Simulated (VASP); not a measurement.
Level of theory: PBEsol GGA, VASP's PBE PAW potentials (set 64) (plane waves; VASP 6.6.1).

VASP ran on this input.

**KPOINTS**
```
K-points
0
Gamma
 10 10 7
```

INCAR:
```
ISMEAR  =  1   ! Methfessel-Paxton
GGA  =  PS   ! PBEsol
LCHARG  =  F
EDIFFG  =  -0.02
ALGO  =  Normal
LREAL  =  F   ! projection in real space or not
ISPIN  =  2   ! spin-polarised
MAGMOM  =  4.0 4.0 0.0 0.0
EDIFF  =  1E-6   ! SCF stop (eV)
NELM  =  100   ! most electronic steps
ENCUT  =  520
PREC  =  Accurate
NSW  =  60   ! most ionic steps
LMAXMIX  =  4   ! l cut-off of mixed one-centre charges
SIGMA  =  0.1   ! width (eV)
SYSTEM  =  MnC
ISIF  =  3
LORBIT  =  10
LASPH  =  T
IBRION  =  2   ! conjugate gradients
LWAVE  =  F
```

File POSCAR:
```
MnC
1.0
  3.3022876425   0.0000000000   0.0000000000
 -1.6511438212   2.8598650694   0.0000000000
  0.0000000000   0.0000000000   3.8967466582
Mn C
2 2
Cart
 -0.0000016511   1.9065776662   3.6528297598
  1.6511454724   0.9532874032   1.7044564307
 -0.0000016511   1.9065776662   1.7051968952
  1.6511454724   0.9532874032   3.6535702243
```

POTCAR, in this order: Mn_pv C (PBE.64 set). Program: vasp_std.

The moments were started parallel, and other spin orders were not tried in this run.

### Question
What does the run give for the energy per atom (σ→0), cell moment, volume per atom, band gap (on the k-mesh)?

### Answer

* **energy per atom (σ→0)**: -9507 meV/atom
* **cell moment**: 2.10 μB
* **band gap (on the k-mesh)**: none (metal, semimetal or under 0.01 eV)
* **volume per atom**: 9.18 Å³/atom

### OSZICAR
```
...
DAV:   1    -0.380312640750E+02   -0.30023E-02   -0.54124E-02  5756   0.295E+00    0.554E-01
DAV:   2    -0.380309759489E+02    0.28813E-03   -0.19578E-02  6002   0.203E+00    0.530E-01
DAV:   3    -0.380285151406E+02    0.24608E-02   -0.47593E-03  5994   0.105E+00    0.108E-01
DAV:   4    -0.380283534572E+02    0.16168E-03   -0.94909E-04  5884   0.209E-01    0.573E-02
DAV:   5    -0.380283471485E+02    0.63087E-05   -0.35398E-05  5998   0.643E-02    0.245E-02
DAV:   6    -0.380283447737E+02    0.23749E-05   -0.18895E-05  6131   0.317E-02    0.110E-02
DAV:   7    -0.380283439527E+02    0.82097E-06   -0.23227E-06  5109   0.141E-02
   2 F= -.38028344E+02 E0= -.38028146E+02  d E =-.818466E-04  mag=     2.1040
```

The structure was generated: MnC was put into the wurtzite type (P6_3mc), which need not be its known phase. This run relaxes it. It ends in space group P6_3/mmc. Symmetry was kept, so distortions that lower it aren't found. The start is the result of an earlier pass.
